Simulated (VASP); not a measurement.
Write the native input for VASP 6.6.1 that does the following.

```
Task                   : relaxation of cell and atoms
Functional             : revPBE
Potentials or basis    : VASP PAW PBE potentials, release 64 (Lu, Ti_sv, O)
Cutoff                 : 600 eV
k mesh                 : 5 × 5 × 3
Occupations            : fermi-dirac, width 0.1 eV
Spin                   : no spin polarisation
Dipole correction      : no
Further INCAR settings : ALGO = Normal; EDIFF = 1e-06; IBRION = 2; EDIFFG = -0.01; NSW = 60; ISIF = 3
```

The structure of LuTiO lies in POSCAR:

```
LuTiO
1.0
    3.3222850000      0.0000000000      0.0000000000
    0.0000000000      3.3222850000      0.0000000000
    0.0000000000      0.0000000000      7.9120060000
Lu Ti O
2 2 2
Direct
    0.7500000000      0.7500000000      0.3838600000
    0.2500000000      0.2500000000      0.6161400000
    0.2500000000      0.2500000000      0.1791800000
    0.7500000000      0.7500000000      0.8208200000
    0.7500000000      0.2500000000      0.5000000000
    0.2500000000      0.7500000000      0.5000000000
```

The cell was built by a generator and needn't be a form met in nature.

The input as run:

INCAR

```
SYSTEM = LuTiO
PREC = Accurate
ENCUT = 600
EDIFF = 1E-6
ISMEAR = -1
SIGMA = 0.1
LREAL = .FALSE.
LASPH = .TRUE.
NELM = 60
ALGO = Normal
ISIF = 3
LWAVE = .FALSE.
LCHARG = .FALSE.
GGA = RE
IBRION = 2
NSW = 60
EDIFFG = -0.01
```

KPOINTS

```
regular mesh
0
G
  5 5 3
  0 0 0
```

Potentials or basis: VASP PAW PBE potentials, release 64 (Lu, Ti_sv, O).

Launch:

```sh
$ cat potpaw_PBE.64/Lu/POTCAR potpaw_PBE.64/Ti_sv/POTCAR potpaw_PBE.64/O/POTCAR > POTCAR
$ mpirun -np 1 vasp_std > vasp.out
```

Results of the run:

```
Relaxed volume                         : 19.12 Å³/atom
Relaxed cell                           : a = 3.806 Å, b = 3.806 Å, c = 7.918 Å, α = 90.00°, β = 90.00°, γ = 90.00°
Space group after relaxing (to 0.05 Å) : P4/nmm (No. 129)
Energy gained by relaxing              : 2098.1 meV/atom
Ionic steps                            : 28
Pressure after relaxing                : 0.0 GPa
Largest force after relaxing           : 0.007 eV/Å
Band gap on the k mesh                 : 0.02 eV, direct
```

Caveat: the volume moved by over 15 % at a fixed basis, so the end points are rough; the PAW data sets were made with another functional, which shifts forces and pressure a little; spin-orbit coupling is left out, which moves the levels of the heavy elements; an odd mesh through Γ misses points on the zone boundary, where band edges often lie.

Wall time 22 min on 1 thread of Intel(R) Xeon(R) 6975P-C (Granite Rapids), with other jobs on the host, peak memory 0.27 GiB.
